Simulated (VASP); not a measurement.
A cell of Cr (bcc, AFM order) near equilibrium:

```
CELL_PARAMETERS angstrom
      2.96147     0.00000     0.00000
      0.00000     2.96147     0.00000
      0.00000     0.00000     2.96147
ATOMIC_POSITIONS crystal
  Cr 0.00000 0.00000 0.00000
  Cr 0.50000 0.50000 0.50000
```
Starting moments (μB, in the order of the record's atoms Cr Cr): 2.7 -2.7.

Method: r2SCAN meta-GGA, VASP's PBE PAW potentials (set 64) (plane waves; VASP).

| run | ΔE (meV/atom) | σxx | σyy | σzz | largest shear component, with its sign (GPa) | largest force (eV/Å) |
|---|---|---|---|---|---|---|
| as it is | 0.0 | -0.04 | -0.04 | -0.04 | 0.00 | 0.000 |
| after one change | 33.1 | 0.32 | 1.11 | 1.11 | 0.00 | 0.883 |
Stress is in GPa, positive when the cell is compressed.

### Question
Name the change that produced these shifts.
A. uniaxial strain of -1.5 % along z
B. atom 1 (Cr) moved by -0.050 Å along y
C. biaxial strain of +1.0 % in the yz plane
D. atom 1 (Cr) moved by 0.150 Å along x

### Answer
D, atom 1 (Cr) moved by 0.150 Å along x

The compound is Cr in the bcc, AFM order structure. The spin order is the one that the start imposed; others were not tried in this run.
